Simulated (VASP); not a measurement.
Data:

```xyz
2
Lattice="1.4715 -2.5488 0.0000 1.4715 2.5488 0.0000 0.0000 0.0000 5.4338" Properties=species:S:1:pos:R:3 pbc="T T T"
Cd     1.4715     0.8496     1.3584
Cd     1.4715    -0.8496     4.0753
```

Computed with MS2 meta-GGA, VASP's PBE PAW potentials (set 64) (plane waves; VASP 6.6.1). Settings: 520 eV cut-off, 14×14×7 Γ-centred mesh, first-order Methfessel-Paxton smearing of 0.10 eV, potentials Cd.

Q: The ions and cell shape at fixed volume are relaxed. Give the cell that the relaxation ends in.

A: 
```xyz
2
Lattice="1.4982 -2.5949 0.0000 1.4982 2.5949 0.0000 0.0000 0.0000 5.2424" Properties=species:S:1:pos:R:3 pbc="T T T"
Cd     1.4982     0.8650     1.3106
Cd     1.4982    -0.8650     3.9318
```
Space group P6_3/mmc (194), at a tolerance of 0.03 Å.

Q: How much energy does the relaxation gain?

A: The energy (σ→0) changes by -5.4 meV/atom, in 4 ionic steps.

```csv
step,E(σ→0) (eV),max force (eV/Å),pressure (GPa),volume (Å³)
1,4.2792,0.000,2.23,40.76
2,4.2723,0.000,1.90,40.76
3,4.2707,0.000,1.73,40.76
4,4.2684,0.000,1.46,40.76
```

The compound is Cd in the hcp structure. This cell is one point of a volume scan, at 0.97 of the reference volume. Symmetry was kept, so distortions that lower it aren't found.
